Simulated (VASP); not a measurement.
A run of VASP 6.6.1 is set up as follows.

File POSCAR:

```
Ga4SbAs3
1.0
    5.7802634526      0.0000000000     -0.0000000000
    0.0000000000     -5.7802634526     -0.0000000000
    0.0000000000      0.0000000000     -5.7802634526
  Ga              Sb              As
     4     1     3
Direct
     0.9916053109536228    0.5083946890463772    0.5083946890463772
     0.5083946890463772    0.9916053109536228    0.5083946890463772
     0.5083946890463772    0.5083946890463772    0.9916053109536228
     0.9916053109536228    0.9916053109536228    0.9916053109536228
     0.2500000000000000    0.2500000000000000    0.2500000000000000
     0.7500000000000000    0.7500000000000000    0.2500000000000000
     0.7500000000000000    0.2500000000000000    0.7500000000000000
     0.2500000000000000    0.7500000000000000    0.7500000000000000
```

File INCAR.step1:

```
SYSTEM = Ga4SbAs3
  PREC = Accurate
  ENCUT = 600
  EDIFF = 1E-8
  ISMEAR = 0
  SIGMA = 0.03
  LREAL = .False.
  LASPH = .True.
  NELM = 80
  ALGO = Normal
  ISIF = 3
  LWAVE = .False.
  LCHARG = .False.
  GGA = PS
  KPAR = 2
  IBRION = 2
  NSW = 40
  EDIFFG = -0.002
```

Contents of INCAR.step2:

```
SYSTEM = Ga4SbAs3
  PREC = Accurate
  ENCUT = 600
  EDIFF = 1E-8
  ISMEAR = 0
  SIGMA = 0.03
  LREAL = .False.
  LASPH = .True.
  NELM = 80
  ALGO = Normal
  ISIF = 2
  LWAVE = .False.
  LCHARG = .False.
  GGA = PS
  KPAR = 2
  IBRION = 6
  NFREE = 2
  POTIM = 0.015
  NSW = 1
```

File KPOINTS:

```
regular mesh
0
Gamma
  4 4 4
  0 0 0
```

Potentials or basis: VASP PAW PBE potentials, release 64 (Ga_d, Sb, As).

Command:

```bash
$ cat potpaw_PBE.64/Ga_d/POTCAR potpaw_PBE.64/Sb/POTCAR potpaw_PBE.64/As/POTCAR > POTCAR
$ cp INCAR.step1 INCAR
$ mpirun -np 2 vasp_std > vasp.out
$ cp CONTCAR POSCAR
$ cp INCAR.step2 INCAR
$ mpirun -np 2 vasp_std > vasp.out
```

(1) Predict the highest phonon frequency at Γ, LO-TO splitting left out.

(2) Predict the relaxed cell.

(3) What does it give for the space group after relaxing (to 0.05 Å)?

Answers

(1) 235 cm⁻¹.

(2) a = 5.782 Å, b = 5.782 Å, c = 5.782 Å, α = 90.00°, β = 90.00°, γ = 90.00°.

(3) P-43m (No. 215).
